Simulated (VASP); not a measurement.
Data:

```
CELL_PARAMETERS angstrom
     -1.60176     1.60176     3.79453
      1.60176    -1.60176     3.79453
      1.60176     1.60176    -3.79453
ATOMIC_POSITIONS crystal
  Si 0.66555 0.66555 0.00000
  Si 0.33445 0.33445 0.00000
  W  0.00000 0.00000 0.00000
```

Calculation: PBEsol GGA, VASP's PBE PAW potentials (set 64) (plane waves; VASP). Run with 480 eV cut-off, 12×12×12 Γ-centred mesh, first-order Methfessel-Paxton smearing of 0.10 eV, potentials Si W_sv.

Question: Give the force on each atom (eV/Å).

Answer: 
```tsv
atom	Fx	Fy	Fz
Si1	0.000	0.000	0.080
Si2	0.000	0.000	-0.080
W3	0.000	0.000	0.000
```

Question: Give the stress tensor in GPa (positive for a compressed cell).

Answer: 
```
 3.37   0.00   0.00
 0.00   3.37   0.00
 0.00   0.00  18.98
```
The pressure is its mean diagonal, 8.57 GPa.

The compound is WSi2 in the MoSi2 type structure. This cell was strained or had an atom moved on purpose.
